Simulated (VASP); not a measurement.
**Pt with LDA: from relaxation to properties**

How well does LDA reproduce what experiment finds for Pt? The cell is relaxed first, and properties follow on it. The steps: relaxing cell and atoms (LDA), second relaxation, density, ELF and potential (LDA), band structure (LDA), density of states (LDA), core levels (LDA) and band structure (LDA + SOC). Left out of this account: 1 further run (relaxation: a spoilt try). The start is a cell from a database of measured crystal structures.

Method: LDA; plane waves and PAW (Pt), in the first sound run; inputs show where later runs differ, in VASP 6.6.1.

Experimental background.

“Crystal structure of Nd10.67Pt4O24, a new neodymium platinate” (2024, arxiv:2412.16732) reports for Pt, fcc, by powder X-ray diffraction, Rietveld (Pt in the cooled residue of the platinate partly decomposed at about 960 C): lattice constant a (a, cubic cell) 3.9227 ± 0.0002 Å [Pt in a mixed-phase decomposition product after thermogravimetry; sample displacement …].

## Step 1: Starting point

Before any relaxation, the start is as follows. The structure is cubic, space group Fm-3m (No. 225). Conventional cell: a = 3.922 Å, b = 3.922 Å, c = 3.922 Å, α = 90.00°, β = 90.00°, γ = 90.00°. Nearest to Pt lie 12 Pt at 2.77 Å.

Structure file:

```xyz
1
Lattice="0.0000 1.9609 1.9609 1.9609 0.0000 1.9609 1.9609 1.9609 0.0000" Properties=species:S:1:pos:R:3 pbc="T T T"
Pt    0.0000    0.0000    0.0000
```

## Step 2: Relaxing cell and atoms (LDA)

Properties are meant for the cell that this level of theory prefers, so cell and atoms are relaxed first (ISIF = 3) until forces and stress are small; EDIFFG sets the threshold. LDA, the lowest rung, knows the local density alone.

Contents of INCAR:

```
SYSTEM = Pt
PREC = Accurate
ENCUT = 400
EDIFF = 1E-06
NELM = 100
ISMEAR = 1
SIGMA = 0.2
LREAL = .FALSE.
ALGO = Normal
GGA = CA
NBANDS = 11
LASPH = .TRUE.
LORBIT = 11
LWAVE = .FALSE.
LCHARG = .FALSE.
KPAR = 2
IBRION = 2
NSW = 60
ISIF = 3
EDIFFG = -0.01
```

Contents of POSCAR:

```
Pt
1.0
    0.0000000000      1.9609000000      1.9609000000
    1.9609000000      0.0000000000      1.9609000000
    1.9609000000      1.9609000000      0.0000000000
Pt
1
Direct
    0.0000000000      0.0000000000      0.0000000000
```

Contents of KPOINTS:

```
Automatic mesh
0
Gamma
10 10 10
0 0 0
```

Potentials, in the order of the species: Pt (LDA family, release 64).

Started as:

```
mpirun -np 2 vasp_std
```

The program printed:

```text
[banner, memory and clock lines left out]
running    2 mpi-ranks, on    1 nodes
 distrk:  each k-point on    1 cores,    2 groups
 distr:  one band on    1 cores,    1 groups

 POSCAR found type information on POSCAR Pt
 POSCAR found :  1 types and       1 ions
 LDA part: xc-table for (Slater(with rela. corr.)+CA(PZ))
 , standard interpolation
 POSCAR, INCAR and KPOINTS ok, starting setup
 FFT: planning ... GRIDC
 FFT: planning ... GRID_SOFT
 FFT: planning ... GRID
 WAVECAR not read
 entering main loop
       N       E                     dE             d eps       ncg     rms          rms(c)
DAV:   1     0.276937490715E+02    0.27694E+02   -0.45424E+03  1122   0.671E+02
DAV:   2    -0.749320865402E+01   -0.35187E+02   -0.33290E+02  1193   0.152E+02
DAV:   3    -0.791736855342E+01   -0.42416E+00   -0.42282E+00  1199   0.153E+01
DAV:   4    -0.791904169741E+01   -0.16731E-02   -0.16729E-02  1214   0.114E+00
DAV:   5    -0.791905507163E+01   -0.13374E-04   -0.13375E-04  1202   0.934E-02    0.132E+01
DAV:   6    -0.752840763026E+01    0.39065E+00   -0.91420E-01  1094   0.752E+00    0.681E+00
DAV:   7    -0.748761911755E+01    0.40789E-01   -0.12708E-01  1190   0.269E+00    0.263E+00
DAV:   8    -0.748318599550E+01    0.44331E-02   -0.41674E-03  1142   0.604E-01    0.493E-01
DAV:   9    -0.748307120574E+01    0.11479E-03   -0.44397E-05  1166   0.637E-02    0.154E-02
DAV:  10    -0.748307469862E+01   -0.34929E-05   -0.13338E-06  1138   0.773E-03    0.210E-03
DAV:  11    -0.748307472847E+01   -0.29846E-07   -0.36387E-08   625   0.167E-03
   1 F= -.74830747E+01 E0= -.74842383E+01  d E =-.748307E+01
 curvature:   0.00 expect dE= 0.000E+00 dE for cont linesearch  0.000E+00
 trial: gam= 0.00000 g(F)=  0.000E+00 g(S)=  0.379E-01 ort = 0.000E+00 (trialstep = 0.100E+01)
 search vector abs. value=  0.379E-01
 bond charge predicted
       N       E                     dE             d eps       ncg     rms          rms(c)
DAV:   1    -0.790391752356E+01   -0.42084E+00   -0.97294E+00  1064   0.294E+01    0.594E+00
DAV:   2    -0.746853321521E+01    0.43538E+00   -0.10502E+00  1061   0.806E+00    0.176E+00
DAV:   3    -0.743797433047E+01    0.30559E-01   -0.12847E-01  1189   0.269E+00    0.756E-01
DAV:   4    -0.743933577636E+01   -0.13614E-02   -0.37273E-03  1220   0.400E-01    0.128E-01
DAV:   5    -0.743950774994E+01   -0.17197E-03   -0.13306E-04  1326   0.645E-02    0.199E-02
DAV:   6    -0.743952683719E+01   -0.19087E-04   -0.73070E-06  1250   0.147E-02    0.247E-03
DAV:   7    -0.743952689902E+01   -0.61831E-07   -0.96657E-08   696   0.261E-03
   2 F= -.74395269E+01 E0= -.74412033E+01  d E =0.435478E-01
[...]
3 F= -.74878661E+01 E0= -.74891648E+01  d E =-.479137E-02
 curvature:  -0.11 expect dE=-0.252E-05 dE for cont linesearch -0.252E-05
 ZBRENT: interpolating
 opt :   0.2490  next Energy=    -7.487869 (dE=-0.479E-02)
 bond charge predicted
       N       E                     dE             d eps       ncg     rms          rms(c)
DAV:   1    -0.748788172680E+01   -0.15624E-04   -0.27321E-04  1073   0.155E-01    0.262E-02
DAV:   2    -0.748786924729E+01    0.12480E-04   -0.33303E-05  1064   0.444E-02    0.104E-02
DAV:   3    -0.748786853788E+01    0.70941E-06   -0.32590E-06   595   0.133E-02
   4 F= -.74878685E+01 E0= -.74891701E+01  d E =-.479381E-02
 curvature:  -0.11 expect dE=-0.782E-08 dE for cont linesearch -0.782E-08
 trial: gam=-0.00137 g(F)=  0.236E-63 g(S)=  0.718E-07 ort = 0.522E-04 (trialstep = 0.850E+00)
 search vector abs. value=  0.100E-09
 reached required accuracy - stopping structural energy minimisation
```

Elapsed: 4 s, on 2 MPI ranks of Intel Xeon 6975P-C (Granite Rapids), shared host; peak memory 0.22 GiB.

Lines that name or quote the potential files are left out of all logs, and their timing lines are given in words.

From OUTCAR (step 2):

```text
ion  position               nearest neighbor table
   1  0.000  0.000  0.000-

  LATTYP: Found a face centered cubic cell.
 ALAT       =     3.9218000000

 Subroutine GETGRP returns: Found 48 space group operations
 (whereof 48 operations were pure point group operations)

The static configuration has the point symmetry O_h .

 Found     47 irreducible k-points:

   k-points           NKPTS =     47   k-points in BZ     NKDIM =     47   number of bands    NBANDS=     11

   dimension x,y,z NGX =    18 NGY =   18 NGZ =   18
   dimension x,y,z NGXF=    36 NGYF=   36 NGZF=   36

   ENCUT  =  400.0 eV  29.40 Ry    5.42 a.u.   4.52  4.52  4.52*2*pi/ulx,y,z

   NELECT =      10.0000    total number of electrons

 k-points in reciprocal lattice and weights: Automatic mesh
   0.00000000  0.00000000  0.00000000       0.001
   0.10000000  0.00000000  0.00000000       0.008
   0.20000000  0.00000000  0.00000000       0.008
   0.30000000  0.00000000  0.00000000       0.008
   0.40000000  0.00000000  0.00000000       0.008
   0.50000000  0.00000000  0.00000000       0.004
   0.10000000  0.10000000  0.00000000       0.006
   0.20000000  0.10000000  0.00000000       0.024
   0.30000000  0.10000000  0.00000000       0.024
[...]
-0.30000000  0.40000000  0.20000000       0.024
  -0.30000000  0.50000000  0.20000000       0.012

 average (electrostatic) potential at core
       1 -62.7175

 E-fermi :  11.5292

 k-point     1 :       0.0000    0.0000    0.0000
  band No.  band energies     occupation
    ...
      2       7.5749      2.00000
      3       7.5749      2.00000
      4       7.5749      2.00000
      5       9.8325      2.00000
      6       9.8325      2.00000
      7      26.0732      0.00000
      8      31.0973      0.00000
      9      31.0973      0.00000
     10      31.0973      0.00000
     11      36.6170      0.00000

 k-point     2 :       0.1000    0.0000    0.0000
  band No.  band energies     occupation
    ...
      2       7.4017      2.00000
      3       7.7300      2.00000
      4       7.7300      2.00000
      5       9.7512      2.00000
      6       9.7512      2.00000
      7      26.6973      0.00000
      8      29.3534      0.00000
      9      31.7315      0.00000
     10      31.7315      0.00000
     11      38.2562      0.00000

 k-point     3 :       0.2000    0.0000    0.0000
  band No.  band energies     occupation
    ...
      2       7.1441      2.00000
      3       7.9707      2.00000
      4       7.9707      2.00000
      5       9.7777      2.00000
      6       9.7777      2.00000
      7      26.4751      0.00000
      8      27.8745      0.00000
      9      33.4298      0.00000
     10      33.4298      0.00000
     11      35.7065      0.00000

  Total       -0.0007043     -0.0007043     -0.0007043      0.0000000      0.0000000     -0.0000000
  in kB       -0.0762288     -0.0762288     -0.0762288      0.0000000      0.0000000     -0.0000000
  external PRESSURE =      -0.0762288 kB  Pullay stress =       0.0000000 kB

  energy-cutoff  :      400.00
  volume of cell :       14.80
      direct lattice vectors                 reciprocal lattice vectors
     0.000000000  1.948840008  1.948840008    -0.256562877  0.256562877  0.256562877
     1.948840008  0.000000000  1.948840008     0.256562877 -0.256562877  0.256562877
     1.948840008  1.948840008  0.000000000     0.256562877  0.256562877 -0.256562877

 POSITION                                       TOTAL-FORCE (eV/Angst)
 -----------------------------------------------------------------------------------
      0.00000      0.00000      0.00000         0.000000     -0.000000     -0.000000
 -----------------------------------------------------------------------------------
    total drift:                                0.000000     -0.000000     -0.000000

  FREE ENERGIE OF THE ION-ELECTRON SYSTEM (eV)
  ---------------------------------------------------
  free  energy   TOTEN  =        -7.4878685379 eV

  energy  without entropy=       -7.4917732944  energy(sigma->0) =       -7.48917012

 reached required accuracy - stopping structural energy minimisation

 total charge
# of ion       s       p       d       tot
------------------------------------------
    1        0.647   0.636   8.070   9.353

[... 3 further parts left out ...]
```

CONTCAR:

```
Pt
   1.00000000000000
     0.0000000000000000    1.9488400080732038    1.9488400080732038
     1.9488400080732038    0.0000000000000000    1.9488400080732038
     1.9488400080732038    1.9488400080732038    0.0000000000000000
  Pt
     1
Direct
     0.0000000000000000    0.0000000000000000    0.0000000000000000
```

The k-mesh is coarse for a metal. The run keeps the 48 symmetry operations of its start, so it cannot find a distortion of lower symmetry.

Step by step:

```csv
step,energy less that of the first step (eV),largest force (eV/Å),pressure (GPa),volume (Å³)
1,0.0000,0.0000,-5.44,15.08
2,0.0435,0.0000,20.22,13.99
3,-0.0048,0.0000,-0.13,14.81
4,-0.0048,0.0000,-0.01,14.80
```

```csv
"conventional cell, symmetrised",before,after,change
a (Å),3.922,3.898,-0.6 %
b (Å),3.922,3.898,-0.6 %
c (Å),3.922,3.898,-0.6 %
volume (Å³/atom),15.08,14.80,-1.8 %
```

Final coordinates:

```
Pt
1.0
     0.00000    1.94884    1.94884
     1.94884    0.00000    1.94884
     1.94884    1.94884    0.00000
Pt
1
Cartesian
  0.0000 0.0000 0.0000
```

This step gave:

| Item | Value |
| --- | --- |
| electrons | 10 |
| bands | 11 |
| irreducible k-points | 47 |
| symmetry operations | 48 |
| free energy (TOTEN) | -7.488 eV |
| energy at zero smearing | -7.489 eV |
| Fermi energy | 11.53 eV |
| pressure | -0.007623 GPa |
| metallic | yes |
| SCF cycles over all ionic steps | 28 |

It ends with forces that vanish by symmetry and a pressure of -0.01 GPa. The volume lies -1.8 % from that of the database's start, which holds the thermal and zero-point expansion of its experiment.

## Step 3: Second relaxation

The basis stayed that of the start cell while the cell moved. A rerun from the cell reached resets it; the error of the finite cutoff stays.

INCAR is that of step 2.

Contents of POSCAR:

```
Pt
1.0
    0.0000000000      1.9488400081      1.9488400081
    1.9488400081      0.0000000000      1.9488400081
    1.9488400081      1.9488400081      0.0000000000
Pt
1
Direct
    0.0000000000      0.0000000000      0.0000000000
```

KPOINTS is that of step 2.

Started as:

```
mpirun -np 2 vasp_std
```

The program printed:

```text
[... set-up lines as in an earlier step ...]
 entering main loop
       N       E                     dE             d eps       ncg     rms          rms(c)
DAV:   1     0.267166936001E+02    0.26717E+02   -0.47049E+03  1154   0.677E+02
DAV:   2    -0.752800944904E+01   -0.34245E+02   -0.32829E+02  1202   0.149E+02
DAV:   3    -0.791836893274E+01   -0.39036E+00   -0.38915E+00  1190   0.148E+01
DAV:   4    -0.791987190343E+01   -0.15030E-02   -0.15029E-02  1208   0.108E+00
DAV:   5    -0.791988371725E+01   -0.11814E-04   -0.11812E-04  1211   0.888E-02    0.140E+01
DAV:   6    -0.753568129269E+01    0.38420E+00   -0.86701E-01  1112   0.739E+00    0.721E+00
DAV:   7    -0.749234668422E+01    0.43335E-01   -0.13343E-01  1187   0.278E+00    0.266E+00
DAV:   8    -0.748776522289E+01    0.45815E-02   -0.46785E-03  1124   0.640E-01    0.496E-01
DAV:   9    -0.748765223391E+01    0.11299E-03   -0.46114E-05  1175   0.652E-02    0.145E-02
DAV:  10    -0.748765590218E+01   -0.36683E-05   -0.14121E-06  1160   0.793E-03    0.163E-03
DAV:  11    -0.748765592826E+01   -0.26078E-07   -0.34825E-08   628   0.164E-03
   1 F= -.74876559E+01 E0= -.74889569E+01  d E =-.748766E+01
 curvature:   0.00 expect dE= 0.000E+00 dE for cont linesearch  0.000E+00
 trial: gam= 0.00000 g(F)=  0.000E+00 g(S)=  0.230E-05 ort = 0.000E+00 (trialstep = 0.100E+01)
 search vector abs. value=  0.230E-05
 reached required accuracy - stopping structural energy minimisation
```

It took 2.6 s on 2 MPI ranks; peak memory 0.21 GiB.

OUTCAR, selected parts (step 3):

```text
  LATTYP: Found a face centered cubic cell.
 ALAT       =     3.8976800162

The static configuration has the point symmetry O_h .

 Found     47 irreducible k-points:

   ENCUT  =  400.0 eV  29.40 Ry    5.42 a.u.   4.49  4.49  4.49*2*pi/ulx,y,z

   NELECT =      10.0000    total number of electrons

 E-fermi :  11.5294

 k-point     1 :       0.0000    0.0000    0.0000
  band No.  band energies     occupation
    ...
      2       7.5749      2.00000
      3       7.5749      2.00000
      4       7.5749      2.00000
      5       9.8325      2.00000
      6       9.8325      2.00000
      7      26.0732      0.00000
      8      31.0974      0.00000
      9      31.0974      0.00000
     10      31.0974      0.00000
     11      36.6170      0.00000

 k-point     2 :       0.1000    0.0000    0.0000
  band No.  band energies     occupation
    ...
      2       7.4018      2.00000
      3       7.7300      2.00000
      4       7.7300      2.00000
      5       9.7513      2.00000
      6       9.7513      2.00000
      7      26.6973      0.00000
      8      29.3536      0.00000
      9      31.7316      0.00000
     10      31.7316      0.00000
     11      38.2563      0.00000

  Total       -0.0039861     -0.0039861     -0.0039861     -0.0000000      0.0000000     -0.0000000
  in kB       -0.4314151     -0.4314151     -0.4314151     -0.0000000      0.0000000     -0.0000000
  external PRESSURE =      -0.4314151 kB  Pullay stress =       0.0000000 kB

 POSITION                                       TOTAL-FORCE (eV/Angst)
 -----------------------------------------------------------------------------------
      0.00000      0.00000      0.00000         0.000000      0.000000      0.000000
 -----------------------------------------------------------------------------------
    total drift:                                0.000000     -0.000000     -0.000000

  FREE ENERGIE OF THE ION-ELECTRON SYSTEM (eV)
  ---------------------------------------------------
  free  energy   TOTEN  =        -7.4876559283 eV

  energy  without entropy=       -7.4915587189  energy(sigma->0) =       -7.48895686

[... 8 parts as in an earlier step ...]

[... 5 further parts left out ...]
```

CONTCAR:

```
Pt
   1.00000000000000
     0.0000000000000000    1.9488400080999999    1.9488400080999999
     1.9488400080999999    0.0000000000000000    1.9488400080999999
     1.9488400080999999    1.9488400080999999    0.0000000000000000
  Pt
     1
Direct
     0.0000000000000000    0.0000000000000000    0.0000000000000000
```

Little changed from the start: no atom moved by 0.005 Å and no cell edge by 0.1 %.

Numbers from this step:

```yaml
pressure: -0.04314 GPa
scf_cycles_over_all_ionic_steps: 11
```

It ends with forces that vanish by symmetry and a pressure of -0.04 GPa. The volume moved by under 0.01 %: the run met its threshold at the first step.

[end of part 1 of 3]

[Lines on the potential files, build, host, timing and source positions are cut from VASP's logs without a mark.]

[Logs are printed without paths, hosts, clocks, repeated set-up lines and the standing remarks that a program may print on its own settings, such as how far it seeks lower states.]

[Hosts, paths, dates, database ids (printed as entryN), source tags and the programs' standing remarks are cut or masked in the printed files.]

[A measured line is paired with the nearest computed mode of its activity, which favours agreement.]
